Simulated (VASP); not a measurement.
Calculation: PBEsol GGA, VASP's PBE PAW potentials (set 64) (plane waves; VASP).

Input for VASP

**POSCAR**
```
CoAl
1
    2.7788861750     0.0000000000     0.0000000000
    0.0000000000     2.7788861750     0.0000000000
   -0.0000000000    -0.0000000000     2.7788861750
Al Co
1 1
Direct
  0.5000000000   0.5000000000   0.5000000000
  0.0000000000   0.0000000000   0.0000000000
```

INCAR:
```
SIGMA=0.1   # width (eV)
LREAL=F   # projection in real space or not
PSTRESS=100   # kbar
ALGO=Normal   # blocked Davidson
LASPH=T   # aspherical one-centre terms
NSW=40
SYSTEM=CoAl
NELM=100   # most electronic steps
ISIF=3   # ions, shape and volume
EDIFFG=-0.02   # ionic stop
LMAXMIX=4
ISMEAR=1
GGA=PS
ENCUT=500
EDIFF=1E-6
PREC=Accurate
IBRION=2   # conjugate gradients
LWAVE=F
LCHARG=F
```

**KPOINTS**
```
Automatic mesh
0
Gamma
13 13 13
0 0 0
```

POTCAR, in this order: Al Co (PBE.64 set). Program: vasp_std.

Output of the run:

**OSZICAR**
```
       N       E                     dE             d eps       ncg     rms          rms(c)
DAV:   1     0.352559967005E+02    0.35256E+02   -0.53561E+03  1704   0.126E+03
DAV:   2    -0.136104952799E+02   -0.48866E+02   -0.45872E+02  1698   0.192E+02
DAV:   3    -0.149707305391E+02   -0.13602E+01   -0.13494E+01  1958   0.422E+01
DAV:   4    -0.149949216740E+02   -0.24191E-01   -0.24181E-01  2044   0.501E+00
DAV:   5    -0.149956040235E+02   -0.68235E-03   -0.68230E-03  1926   0.849E-01    0.140E+01
DAV:   6    -0.174193271860E+02   -0.24237E+01   -0.74891E+01  1854   0.133E+02    0.169E+01
DAV:   7    -0.130844047711E+02    0.43349E+01   -0.32679E+01  1854   0.840E+01    0.200E+00
DAV:   8    -0.130683303771E+02    0.16074E-01   -0.23805E-01  1774   0.445E+00    0.124E+00
DAV:   9    -0.130509406912E+02    0.17390E-01   -0.49738E-02  2022   0.310E+00    0.336E-01
DAV:  10    -0.130503728177E+02    0.56787E-03   -0.14493E-03  2156   0.561E-01    0.168E-01
DAV:  11    -0.130503523330E+02    0.20485E-04   -0.33380E-05  1976   0.527E-02    0.207E-02
DAV:  12    -0.130503463390E+02    0.59940E-05   -0.24610E-05  1966   0.738E-02    0.574E-03
DAV:  13    -0.130503463379E+02    0.10825E-08   -0.34453E-07   902   0.598E-03
   1 F= -.11710973E+02 E0= -.11710792E+02  d E =-.117110E+02
```

OUTCAR:
```
------------------------ aborting loop because EDIFF is reached ----------------------------------------
  FORCE on cell =-STRESS in cart. coord.  units (eV):
  Direction    XX          YY          ZZ          XY          YZ          ZX
  --------------------------------------------------------------------------------------
  Total        1.3548801      1.3548801      1.3548801     -0.0000000      0.0000000     -0.0000000
  in kB      101.1577491    101.1577491    101.1577491     -0.0000000      0.0000000     -0.0000000
  external PRESSURE =       1.1577491 kB  Pullay stress =     100.0000000 kB
  volume of cell :       21.46
      direct lattice vectors                 reciprocal lattice vectors
     2.778886175  0.000000000  0.000000000     0.359856409  0.000000000  0.000000000
     0.000000000  2.778886175  0.000000000     0.000000000  0.359856409  0.000000000
     0.000000000  0.000000000  2.778886175     0.000000000  0.000000000  0.359856409
 POSITION                                       TOTAL-FORCE (eV/Angst)
 -----------------------------------------------------------------------------------
      1.38944      1.38944      1.38944         0.000000      0.000000      0.000000
      0.00000      0.00000      0.00000         0.000000      0.000000      0.000000
 -----------------------------------------------------------------------------------
    total drift:                               -0.000000      0.000000     -0.000000
  FREE ENERGIE OF THE ION-ELECTRON SYSTEM (eV)
  ---------------------------------------------------
  free  energy   TOTEN  =       -13.0503463379 eV

  energy  without entropy=      -13.0498029851  energy(sigma->0) =      -13.05016522
  enthalpy is  TOTEN    =       -11.7109728685 eV   P V=        1.3393734693

 reached required accuracy - stopping structural energy minimisation
```
(Selected blocks of OUTCAR.)

The compound is CoAl in the CsCl type structure. It was relaxed first under an external pressure of 10 GPa. The run is not spin-polarised, so no magnetic state was tried.
